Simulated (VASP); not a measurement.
The input files of a VASP run:

**POSCAR**
```
Re
1
    1.4076000000    -2.4380350000     0.0000000000
    1.4076000000     2.4380350000     0.0000000000
    0.0000000000     0.0000000000     4.5492000000
Re
2
Direct
  0.3333330000   0.6666670000   0.2500000000
  0.6666670000   0.3333330000   0.7500000000
```

### INCAR
```
SYSTEM = Re
PREC = Accurate
ENCUT = 400
EDIFF = 1E-6
NELM = 100
ALGO = Normal
LREAL = .FALSE.
LASPH = .TRUE.
ISMEAR = 1
SIGMA = 0.1
GGA = PE
LMAXMIX = 6
LWAVE = .FALSE.
LCHARG = .FALSE.
ISIF = 2
```

**KPOINTS**
```
k-points along high-symmetry lines
5
Line-mode
Reciprocal
  0.000000   0.000000   0.000000 ! GAMMA
  0.000000   0.500000   0.000000 ! M

  0.000000   0.500000   0.000000 ! M
 -0.333333   0.666667   0.000000 ! K

 -0.333333   0.666667   0.000000 ! K
  0.000000   0.000000   0.000000 ! GAMMA

  0.000000   0.000000   0.000000 ! GAMMA
  0.000000   0.000000   0.500000 ! A

  0.000000   0.000000   0.500000 ! A
  0.000000   0.500000   0.500000 ! L

  0.000000   0.500000   0.500000 ! L
 -0.333333   0.666667   0.500000 ! H

 -0.333333   0.666667   0.500000 ! H
  0.000000   0.000000   0.500000 ! A

  0.000000   0.500000   0.500000 ! L
  0.000000   0.500000   0.000000 ! M

 -0.333333   0.666667   0.500000 ! H
 -0.333333   0.666667   0.000000 ! K
```

POTCAR, in this order: Re (PBE.64 set). Program: vasp_std.

What VASP printed:

File standard output:
```
 POSCAR found type information on POSCAR Re
 POSCAR found :  1 types and       2 ions
 Reading from existing POTCAR
 Reading from existing POTCAR
 LDA part: xc-table for (Slater+PW92), standard interpolation
 POSCAR, INCAR and KPOINTS ok, starting setup
 WAVECAR not read
 entering main loop
       N       E                     dE             d eps       ncg     rms          rms(c)
DAV:   1     0.184108449675E+02    0.18411E+02   -0.61346E+03  1919   0.138E+03
DAV:   2    -0.220543469151E+02   -0.40465E+02   -0.35685E+02  1726   0.319E+02
DAV:   3    -0.256278668025E+02   -0.35735E+01   -0.28967E+01  1809   0.120E+02
DAV:   4    -0.258998619392E+02   -0.27200E+00   -0.20712E+00  1785   0.163E+01
DAV:   5    -0.259235551569E+02   -0.23693E-01   -0.20018E-01  1749   0.301E+00    0.380E+01
DAV:   6    -0.249162884853E+02    0.10073E+01   -0.10744E+00  1827   0.317E+01    0.148E+01
DAV:   7    -0.246188687635E+02    0.29742E+00   -0.70901E-01  1858   0.247E+01    0.826E-01
DAV:   8    -0.246128486600E+02    0.60201E-02   -0.67748E-03  1848   0.119E+00    0.220E-01
DAV:   9    -0.246108092711E+02    0.20394E-02   -0.15369E-03  1880   0.441E-01    0.735E-02
DAV:  10    -0.246107375561E+02    0.71715E-04   -0.24399E-04  1749   0.162E-01    0.153E-02
DAV:  11    -0.246107408377E+02   -0.32816E-05   -0.23097E-05  1489   0.364E-02    0.800E-03
DAV:  12    -0.246107393573E+02    0.14805E-05   -0.45570E-06   901   0.250E-02    0.424E-03
DAV:  13    -0.246107393940E+02   -0.36673E-07   -0.13627E-06   885   0.258E-02
   1 F= -.24610739E+02 E0= -.24609497E+02  d E =-.372622E-02
```

OUTCAR:
```
------------------------ aborting loop because EDIFF is reached ----------------------------------------
  FORCE on cell =-STRESS in cart. coord.  units (eV):
  Direction    XX          YY          ZZ          XY          YZ          ZX
  --------------------------------------------------------------------------------------
  Total       -4.6217610     -4.6217621      0.3146283     -0.0000000      0.0000000      0.0000000
  in kB     -237.1558515   -237.1559066     16.1444829     -0.0000000      0.0000000      0.0000000
  external PRESSURE =    -152.7224251 kB  Pullay stress =       0.0000000 kB
  volume of cell :       31.22
      direct lattice vectors                 reciprocal lattice vectors
     1.407600000 -2.438035000  0.000000000     0.355214550 -0.205083192  0.000000000
     1.407600000  2.438035000  0.000000000     0.355214550  0.205083192  0.000000000
     0.000000000  0.000000000  4.549200000     0.000000000  0.000000000  0.219818869
 POSITION                                       TOTAL-FORCE (eV/Angst)
 -----------------------------------------------------------------------------------
      1.40760      0.81268      1.13730        -0.000000     -0.000000      0.000000
      1.40760     -0.81268      3.41190         0.000000      0.000000      0.000000
 -----------------------------------------------------------------------------------
    total drift:                               -0.000000      0.000014     -0.000004
  FREE ENERGIE OF THE ION-ELECTRON SYSTEM (eV)
  ---------------------------------------------------
  free  energy   TOTEN  =       -24.6107393940 eV

  energy  without entropy=      -24.6070131728  energy(sigma->0) =      -24.60949732
```
(Selected blocks of OUTCAR.)

Question: The run ends quietly. Is anything wrong with it?

Answer: The cause: a line-mode KPOINTS file was used for a self-consistent run. The run ends without an error. Against the sound run, the energy per atom (σ→0) rises by 0.084 eV/atom; the pressure drops by 0.20 GPa. To mend it, correct KPOINTS.
File KPOINTS:
```
Automatic mesh
0
Gamma
11 11 6
0 0 0
```
The mended run (PBE GGA, plane waves, VASP's PBE PAW potentials (set 64)) converges, and its OSZICAR ends with
```
   1 F= -.24777496E+02 E0= -.24777445E+02  d E =-.153225E-03
```

The compound is Re in the hcp structure. The cell was not relaxed at this level.
